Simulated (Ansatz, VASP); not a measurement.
**Cross-check of TaAs between VASP and Ansatz**

One calculation is typed for both programs; each brings its own data sets and cutoff. How far apart do they land?

Method: plane waves, with VASP 6.6.1 beside it; single point at PBEsol, in Ansatz 0.2.0.

## (1) The structure

It takes space group I4_1md (No. 109, tetragonal). The conventional cell has a = 3.444 Å, b = 3.444 Å, c = 11.736 Å, α = 90.00°, β = 90.00°, γ = 90.00°. Nearest to Ta lie 6 As at 2.61 to 2.62 Å. Nearest to As lie 6 Ta at 2.61 to 2.62 Å. Farther neighbours are not listed.

As a file:

```cif
data_structure
_symmetry_space_group_name_H-M 'I4_1md'
_symmetry_Int_Tables_number 109
_cell_length_a 3.4436
_cell_length_b 3.4436
_cell_length_c 11.7359
_cell_angle_alpha 90.000
_cell_angle_beta 90.000
_cell_angle_gamma 90.000
_cell_volume 139.17
loop_
_atom_site_label
_atom_site_type_symbol
_atom_site_symmetry_multiplicity
_atom_site_Wyckoff_symbol
_atom_site_fract_x
_atom_site_fract_y
_atom_site_fract_z
_atom_site_occupancy
Ta1 Ta 4 a 0.00000 0.00000 0.24997 1
As1 As 4 a 0.00000 0.00000 0.83263 1
```

## (2) Ansatz: single point, PBEsol

Ansatz runs on its default PAW (the set named soft_2) files.

With cell and atoms fixed, the geometry can't cause a difference; cores, projectors, grids and the points listed under the comparison can.

File input.yaml:

```yaml
crystal:
  lattice:
    - [-1.7218133622, 1.7218133622, 5.8679415361]
    - [1.7218133622, -1.7218133622, 5.8679415361]
    - [1.7218133622, 1.7218133622, -5.8679415361]
  atoms:
    - { symbol: Ta, position: [0.4999673, 0.4999673, 0.0] }
    - { symbol: Ta, position: [0.2499673, 0.7499673, 0.5] }
    - { symbol: As, position: [0.08263212, 0.08263212, 0.0] }
    - { symbol: As, position: [0.83263212, 0.33263212, 0.5] }
hamiltonian:
  xc: pbesol
  pseudopotentials: { kind: paw }
kpoints:
  mp_grid: { grid: [8, 8, 8] }
scf:
  occupations: { method: gaussian, width: 0.05 }
  n_extra_bands: 5
output:
  forces: true
  stress: true
  eigenvalues: true
```

Launch:

```console
ansatz run input.yaml --threads 2 --pin off --max-ram 4608MiB --backend cpu --events-out ev --progress --plain --runs-dir out
```

Numbers of over 12 decimals in the logs are rounded to 6 here.

The program printed:

```text
basis.fft_grid_basis auto: the FFT boxes are laid along the combinations [[1, 0, 1], [0, 1, 1], [0, 0, 1]] of the cell's own vectors, 3.444, 3.444 and 6.353 Å long. The dense box has 24×24×45 points. Along the cell's own vectors, as sized, it would have 45×45×45, 3.52 times as many. Of the 8 symmetry operations that the crystal satisfies within crystal.symmetry.tolerance (time reversal apart; of a slab, those that ke [...]
scf.n_extra_bands = 5 over 28 filled bands (N_el = 56.0): the run solves 33 bands
Engine: ansatz 0.2.0, aarch64-unknown-linux-gnu
Pseudopotentials: kind: paw
Pseudopotential: Ta, paw, valence charge 13, recommended cutoff 420 eV (normal), Ta.paw.azcp
Pseudopotential: As, paw, valence charge 15, recommended cutoff 420 eV (normal), As.paw.azcp
Functional definition: PBEsol
  exchange = pbesol_x
  correlation = pbesol_c
Crystal: 4 atoms, lattice volume = 69.585 Å³
Basis set: ecut = 420 eV, 1371 PW (Γ), FFT grids on a1+a3, a2+a3, a3, exchange–correlation on 48×48×90 points (8 copies of the dense FFT grid, shifted against one another)
Bands: 33, of which v1, the nominal top of the filled ones, is band 28 counted from 1 (27 counted from 0)
Symmetry: 8 space group operations
Space group: I41md (ITA 109), of the structure as read, at distance tolerance 4.1e-5 Å
k-points: 59 of 512 (time reversal used)
Non-local potential: Ta, projectors of the file, l = 0: 3, l = 1: 2, l = 2: 2, l = 3: 1
Non-local potential: As, projectors of the file, l = 0: 2, l = 1: 2, l = 2: 3, l = 3: 1
PAW form: soft (Blöchl's): semilocal exchange-correlation on the pseudo side does not see the compensation charge
PAW frozen core: Ta, regenerated for the run's functional, and the local potential with it (the file was generated under x = pbe(κ = 0.804, μ = 0.219515), c = pbe(β = 0.066725))
PAW frozen core: As, regenerated for the run's functional, and the local potential with it (the file was generated under x = pbe(κ = 0.804, μ = 0.219515), c = pbe(β = 0.066725))
PAW one-centre angular grid: Ta, 590 points (default); XC on 64 Gauss nodes
PAW one-centre angular grid: As, 590 points (default); XC on 64 Gauss nodes
Initial density: superposition of atomic densities (neutral atoms: chi_scale 0, normalization atom), corrected by the library's trained network
Initial wavefunctions: pseudopotential atomic-orbital guess
Functional: x = pbesol(κ = 0.804, μ = 0.123457), c = pbesol(β = 0.046)
SCF iter   1: F=—  HF=-29241.472062 eV  |F-HF|=—  |Δ(HF+E_count)|=         —  Δρ=7.29e-3  dr2=2.67e-2  ethr=1.77e-3  ⟨swp⟩=6.0  Hψ=7750  notcnv=0
preconditioner: auto → Kerker (q_TF=auto, 2.631 Å⁻¹)  [metal: Δε(μ)=0.017 eV  Ē_g=7.258 eV  σ=0.050 eV  W_gap=0.19  n_scr=24 (ndim 8)  ℏωp=19.9 eV  f_vac=0.000  D(μ)=1.36/eV (n_scr^D=2)]
SCF iter   2: F=—  HF=-29241.468169 eV  |F-HF|=—  |Δ(HF+E_count)|=   3.89e-3  Δρ=4.07e-3  dr2=7.47e-3  ethr=4.77e-5  ⟨swp⟩=1.1  Hψ=2431  notcnv=0
SCF iter   3: F=—  HF=-29241.467421 eV  |F-HF|=—  |Δ(HF+E_count)|=   7.49e-4  Δρ=6.48e-4  dr2=2.57e-4  ethr=1.33e-5  ⟨swp⟩=2.0  Hψ=2373  notcnv=0
SCF iter   4: F=—  HF=-29241.467381 eV  |F-HF|=—  |Δ(HF+E_count)|=   3.97e-5  Δρ=1.15e-4  dr2=1.27e-5  ethr=4.58e-7  ⟨swp⟩=2.0  Hψ=3378  notcnv=0
SCF iter   5: F=—  HF=-29241.467376 eV  |F-HF|=—  |Δ(HF+E_count)|=   5.60e-6  Δρ=5.29e-5  dr2=2.15e-6  ethr=2.26e-8  ⟨swp⟩=2.0  Hψ=3435  notcnv=0
SCF iter   6: F=—  HF=-29241.467374 eV  |F-HF|=—  |Δ(HF+E_count)|=   1.57e-6  Δρ=2.55e-5  dr2=5.47e-7  ethr=3.83e-9  ⟨swp⟩=2.0  Hψ=2978  notcnv=0
SCF iter   7: F=-29241.467374 eV  HF=-29241.467374 eV  |F-HF|=4.32e-8  |Δ(HF+E_count)|=   4.25e-7  Δρ=6.74e-6  dr2=3.94e-8  ethr=1.79e-10  ⟨swp⟩=6.6  Hψ=8359  notcnv=0
SCF 1 converged in 7 iterations: F = -29241.467374 eV  dr2 = 3.94e-8
  greatest PAW one-centre occupation: 1.000 electrons in one spin orbital (limit 2), on the Ta atom at site 1 (counted from 0), in its partial waves of l = 0
SCF converged after 7 iterations
Free energy (F): -29241.467374 eV
Harris-Foulkes:  -29241.467374 eV  (|F-HF|=4.32e-8)
Internal energy: -29241.465751 eV  (E = F + TS)
E sigma→0 (E₀):  -29241.466562 eV
Entropy (-TS):   -0.001623 eV (-0.406 meV/atom)
Fermi energy:    16.917320 eV
--- Per-component energies (eV) ---
  E_band       = -560.255273
  E_kinetic    = 943.253443
  E_local      = -4057.736647  (includes V_loc(G=0)·N_el)
  E_nonlocal   = -1301.077835
  E_hartree    = 2098.742554
  E_xc         = -594.055650
  E_vxc        = -569.872005  (∫ρ·V_xc dr)
  E_paw        = -20133.445529  (= ΣΔE_a)
  E_vpaw       = 227.695100  (= ΣTr[D̂ρ^β])
  E_aug_tail   = 0.000270  (compensation charges beyond the density's cutoff)
  E_ewald      = -6199.506507
  E_core_change = 2.360150  (= ΣΔE_core)
  E_smearing   = -0.001623  (= −TS)
  E_closure    = 0.000000  (closes the sum)
  Σ components = -29241.467374   (vs F -29241.467374, Δ=0.00e0)
--- Forces (eV/Å), atoms counted from 1 ---
  atom   1  Ta    -0.00000000     0.00000000     0.02240681
  atom   2  Ta     0.00000000    -0.00000000     0.02240681
  atom   3  As    -0.00000000    -0.00000000    -0.02238997
  atom   4  As     0.00000000    -0.00000000    -0.02238997
  max |Σ_I F_I| component: 3.37e-5 eV/Å
--- Stress (GPa, compression-positive) ---
       -3.686348       0.000000      -0.000000
        0.000000      -3.686348      -0.000000
       -0.000000       0.000000      -3.981641
  P = ⅓ Tr σ = -3.7848 GPa (-37.848 kbar)
--- Band table (eV; the first three rows and the last of 59) ---
  k-point 0: bands = [... 24 lower, 14.5348, 14.9344, 15.2619, 15.2619, 17.8087, 18.4685, 19.2084, 19.9881, ... 1 higher]
  k-point 1: bands = [... 24 lower, 13.9860, 14.9329, 15.6400, 15.7772, 17.2633, 17.6708, 19.3554, 19.5933, ... 1 higher]
  k-point 2: bands = [... 24 lower, 13.2259, 14.8396, 15.9361, 16.2244, 16.9957, 17.9475, 18.7110, 20.1155, ... 1 higher]
  k-point 58: bands = [... 24 lower, 14.0872, 14.0872, 15.9797, 15.9797, 18.1204, 18.1204, 19.1767, 19.1767, ... 1 higher]
```

Run time: 4.7 s. Hardware: 2 threads of Arm Neoverse V2, shared host; peak memory 0.38 GiB; 9.2 s of CPU time.

The run ends at a pressure of -3.78 GPa, with forces up to 0.022 eV/Å.

## (3) VASP: single point, PBEsol

The same cell, functional, mesh and smearing now go to VASP, with its own data sets and cutoff.

Lines of VASP's logs that name or quote its potential files are left out, and so is its time.

File INCAR:

```
SYSTEM = TaAs
PREC = Accurate
ENCUT = 400
EDIFF = 1E-05
NELM = 100
ISMEAR = 0
SIGMA = 0.05
LREAL = .FALSE.
ALGO = Normal
GGA = PS
NBANDS = 22
LORBIT = 11
LWAVE = .FALSE.
LCHARG = .FALSE.
KPAR = 4
```

File POSCAR:

```
TaAs
1.0
   -1.7218133622      1.7218133622      5.8679415361
    1.7218133622     -1.7218133622      5.8679415361
    1.7218133622      1.7218133622     -5.8679415361
Ta As
2 2
Direct
    0.4999673000      0.4999673000      0.0000000000
    0.2499673000      0.7499673000      0.5000000000
    0.0826321200      0.0826321200      0.0000000000
    0.8326321200      0.3326321200      0.5000000000
```

File KPOINTS:

```
Automatic mesh
0
Gamma
8 8 8
0 0 0
```

PAW data sets: Ta_pv and As (PBE family, release 64).

Launch:

```console
mpirun -np 4 vasp_std
```

The program printed:

```text
[banner, memory and clock lines left out]
running    4 mpi-ranks, on    1 nodes
 distrk:  each k-point on    1 cores,    4 groups
 distr:  one band on    1 cores,    1 groups

 POSCAR found type information on POSCAR TaAs
 POSCAR found :  2 types and       4 ions
|                                                                             |
|               ----> ADVICE to this user running VASP <----                  |
|                                                                             |
|     You enforced a specific xc type in the INCAR file but a different       |
|     [... a line on the potential file left out ...]
|     I HOPE YOU KNOW WHAT YOU ARE DOING!                                     |
|                                                                             |

 LDA part: xc-table for (Slater+PW92), standard interpolation
 POSCAR, INCAR and KPOINTS ok, starting setup
 FFT: planning ... GRIDC
 FFT: planning ... GRID_SOFT
 FFT: planning ... GRID
 WAVECAR not read
 entering main loop
       N       E                     dE             d eps       ncg     rms          rms(c)
DAV:   1     0.204353846019E+03    0.20435E+03   -0.14406E+04  2604   0.115E+03
DAV:   2    -0.307823759737E+02   -0.23514E+03   -0.22605E+03  2984   0.329E+02
DAV:   3    -0.394211387262E+02   -0.86388E+01   -0.84272E+01  3338   0.578E+01
DAV:   4    -0.395711663312E+02   -0.15003E+00   -0.14932E+00  3178   0.714E+00
DAV:   5    -0.395744741118E+02   -0.33078E-02   -0.33045E-02  3366   0.823E-01    0.215E+01
DAV:   6    -0.378316195137E+02    0.17429E+01   -0.52749E+00  3176   0.139E+01    0.912E+00
DAV:   7    -0.377194095564E+02    0.11221E+00   -0.49182E-01  3626   0.442E+00    0.261E+00
DAV:   8    -0.376999269602E+02    0.19483E-01   -0.47952E-02  3234   0.101E+00    0.259E-01
DAV:   9    -0.376995481530E+02    0.37881E-03   -0.43661E-03  3336   0.344E-01    0.108E-01
DAV:  10    -0.376994760629E+02    0.72090E-04   -0.46574E-04  3168   0.172E-01    0.189E-02
DAV:  11    -0.376994747744E+02    0.12885E-05   -0.30035E-05  3122   0.306E-02
   1 F= -.37699475E+02 E0= -.37698683E+02  d E =-.158428E-02
```

From OUTCAR (step 3):

```text
ion  position               nearest neighbor table
   1  0.500  0.500  0.000-   4 2.61   4 2.61   3 2.62   3 2.62   3 2.62   3 2.62   2 3.40   2 3.40
                             2 3.40   2 3.40
   2  0.250  0.750  0.500-   3 2.61   3 2.61   4 2.62   4 2.62   4 2.62   4 2.62   1 3.40   1 3.40
                             1 3.40   1 3.40
   3  0.083  0.083  0.000-   2 2.61   2 2.61   1 2.62   1 2.62   1 2.62   1 2.62
   4  0.833  0.333  0.500-   1 2.61   1 2.61   2 2.62   2 2.62   2 2.62   2 2.62

  LATTYP: Found a body centered tetragonal cell.
 ALAT       =     3.4436267244
 C/A-ratio  =     3.4080009279

 Subroutine GETGRP returns: Found  8 space group operations
 (whereof  4 operations were pure point group operations)

The static configuration has the point symmetry C_2v.
 The point group associated with its full space group is C_4v.

 Found     59 irreducible k-points:

   k-points           NKPTS =     59   k-points in BZ     NKDIM =     59   number of bands    NBANDS=     22

   dimension x,y,z NGX =    42 NGY =   42 NGZ =   42
   dimension x,y,z NGXF=    84 NGYF=   84 NGZF=   84

   ENCUT  =  400.0 eV  29.40 Ry    5.42 a.u.  10.36 10.36 10.36*2*pi/ulx,y,z

   NELECT =      32.0000    total number of electrons

 k-points in reciprocal lattice and weights: Automatic mesh
   0.00000000  0.00000000  0.00000000       0.002
   0.12500000  0.00000000 -0.00000000       0.016
   0.25000000  0.00000000 -0.00000000       0.016
   0.37500000  0.00000000  0.00000000       0.016
   0.50000000  0.00000000 -0.00000000       0.008
   0.12500000  0.12500000 -0.00000000       0.016
   0.25000000  0.12500000 -0.00000000       0.031
   0.37500000  0.12500000 -0.00000000       0.031
   0.50000000  0.12500000 -0.00000000       0.031
[...]
-0.37500000 -0.37500000  0.37500000       0.004
   0.50000000  0.50000000  0.50000000       0.002

 average (electrostatic) potential at core
       1 -36.1048       2 -36.1048       3 -47.6708       4 -47.6708

 E-fermi :   6.8445

 k-point     1 :       0.0000    0.0000    0.0000
  band No.  band energies     occupation
    ...
     12       4.3581      2.00000
     13       4.4574      2.00000
     14       4.8591      2.00000
     15       5.1969      2.00000
     16       5.1969      2.00000
     17       7.7325      0.00000
     18       8.3916      0.00000
     19       9.1365      0.00000
     20       9.9254      0.00000
     21       9.9254      0.00000
    ...

 k-point     2 :       0.1250    0.0000   -0.0000
  band No.  band energies     occupation
    ...
     12       4.2093      2.00000
     13       4.5864      2.00000
     14       4.8143      2.00000
     15       5.1205      2.00000
     16       5.5068      2.00000
     17       7.4772      0.00000
     18       8.0894      0.00000
     19       8.9692      0.00000
     20       9.4413      0.00000
     21       9.9642      0.00000
    ...

 k-point     3 :       0.2500    0.0000   -0.0000
  band No.  band energies     occupation
    ...
     12       3.8819      2.00000
     13       4.8111      2.00000
     14       4.8424      2.00000
     15       4.9831      2.00000
     16       6.1087      2.00000
     17       7.1576      0.00000
     18       7.9758      0.00000
     19       8.2903      0.00000
     20       9.0044      0.00000
     21       9.7383      0.00000
    ...

  Total       -1.3587783     -1.3587783     -1.5521036      0.0000000      0.0000000      0.0000000
  in kB      -31.2853672    -31.2853672    -35.7366114      0.0000000      0.0000000      0.0000000
  external PRESSURE =     -32.7691153 kB  Pullay stress =       0.0000000 kB

  energy-cutoff  :      400.00
  volume of cell :       69.59
      direct lattice vectors                 reciprocal lattice vectors
    -1.721813362  1.721813362  5.867941536     0.000000000  0.290391520  0.085208756
     1.721813362 -1.721813362  5.867941536     0.290391520  0.000000000  0.085208756
     1.721813362  1.721813362 -5.867941536     0.290391520  0.290391520  0.000000000

 POSITION                                       TOTAL-FORCE (eV/Angst)
 -----------------------------------------------------------------------------------
      0.00000      0.00000      5.86756        -0.000000     -0.000000      0.024559
      1.72181      0.00000      2.93359         0.000000      0.000000      0.024559
      0.00000      0.00000      0.96976         0.000000     -0.000000     -0.024559
      0.00000      1.72181      3.90373        -0.000000      0.000000     -0.024559
 -----------------------------------------------------------------------------------
    total drift:                                0.000000      0.000000     -0.000360

  FREE ENERGIE OF THE ION-ELECTRON SYSTEM (eV)
  ---------------------------------------------------
  free  energy   TOTEN  =       -37.6994747744 eV

  energy  without entropy=      -37.6978904926  energy(sigma->0) =      -37.69868263

 total charge
# of ion       s       p       d       tot
------------------------------------------
    1        0.277   6.160   2.397   8.834
    2        0.277   6.160   2.397   8.834
    3        1.190   1.671   0.082   2.944
    4        1.190   1.671   0.082   2.944
--------------------------------------------------
tot          2.934  15.663   4.959  23.556

[... 3 further parts left out ...]
```

The run ends at a pressure of -3.28 GPa, with forces up to 0.025 eV/Å.

## (4) Comparison

Known differences besides the potentials themselves: the data sets hold 56 valence electrons in Ansatz (default PAW (the set named soft_2) files) and 32 in VASP; the cutoff is 420 eV in Ansatz and 400 eV in VASP; Ansatz makes its cores anew for this functional, VASP keeps those of its PBE data sets; VASP leaves aspherical gradient terms in its spheres out (LASPH is not set), Ansatz keeps them. Total energies have different zeros and are not compared.

Compared:

```tsv
quantity	Ansatz	VASP	difference
pressure (GPa)	-3.78	-3.28	-0.51
```

At this near-relaxed geometry the largest component of a force difference is 2 meV/Å.

## (5) What came out

| Quantity | Value |
| --- | --- |
| difference in pressure (single point, PBEsol) | -0.51 GPa |

The difference in pressure is -0.51 GPa (single point, PBEsol), within the 1 GPa picked in this series as the mark of a large difference. Such differences can come from data sets, numerical settings and the points named under the comparisons, not from the functional's error against experiment.

[Lines on the potential files, build, host, timing and source positions are cut from VASP's logs without a mark.]

[Logs are printed without paths, hosts, clocks, repeated set-up lines and the standing remarks that a program may print on its own settings, such as how far it seeks lower states.]

[Hosts, paths, dates, database ids (printed as entryN), source tags and the programs' standing remarks are cut or masked in the printed files.]
